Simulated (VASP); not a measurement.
These are revPBE GGA, VASP's PBE PAW potentials (set 64) (plane waves; VASP) values and carry that method's errors.

VASP ran on this input.

### INCAR
```
! general
SYSTEM =AuAl2
PREC   =Accurate
ENCUT  =520
LREAL  =.FALSE.
LASPH  =.TRUE.

! electronic loop
EDIFF  =1E-7
NELM   =100
ALGO   =Normal
LMAXMIX=6

! smearing
ISMEAR =1
SIGMA  =0.1

! functional
GGA    =RE

! ions
ISIF   =2

! output
LWAVE  =.FALSE.
LCHARG =.FALSE.
```

File POSCAR:
```
AuAl2
1
    0.0000000000     3.0720373049     3.0720373049
    3.0720373049     0.0000000000     3.0720373049
    3.0720373049     3.0720373049     0.0000000000
Al Au
2 1
Direct
  0.2500000000   0.2500000000   0.2500000000
  0.7500000000   0.7500000000   0.7500000000
  0.0000000000   0.0000000000   0.0000000000
```

KPOINTS:
```
Automatic mesh
0
Gamma
9 9 9
0 0 0
```

POTCAR, in this order: Al Au (PBE.64 set). Program: vasp_std.

Unless said otherwise, spin-orbit coupling is left out, though it shifts the bands of the heavy elements here.

Estimate the energy per atom (σ→0), pressure, band gap (on the k-mesh).

| Property | Value |
|---|---|
| energy per atom (σ→0) | -3.698 eV/atom |
| band gap (on the k-mesh) | none (metal, semimetal or under 0.01 eV) |
| pressure | -2.83 GPa |

OSZICAR:
```
...
DAV:   7    -0.111183122499E+02    0.67020E-01   -0.27734E-01   892   0.627E+00    0.189E+00
DAV:   8    -0.110962105726E+02    0.22102E-01   -0.29279E-02   980   0.136E+00    0.411E-01
DAV:   9    -0.110954075043E+02    0.80307E-03   -0.44210E-03   956   0.796E-01    0.198E-01
DAV:  10    -0.110956604324E+02   -0.25293E-03   -0.41880E-04   908   0.157E-01    0.369E-02
DAV:  11    -0.110956611616E+02   -0.72924E-06   -0.10116E-05  1036   0.268E-02    0.150E-02
DAV:  12    -0.110956687604E+02   -0.75988E-05   -0.18267E-05   876   0.275E-02    0.522E-03
DAV:  13    -0.110956688069E+02   -0.46446E-07   -0.42623E-07  1032   0.686E-03
   1 F= -.11095669E+02 E0= -.11094950E+02  d E =-.215663E-02
```

The compound is AuAl2 in the fluorite structure. This cell is one point of a volume scan, at 1.03 of the reference volume. The electron count is odd and the run is not spin-polarised, which forces a metal.
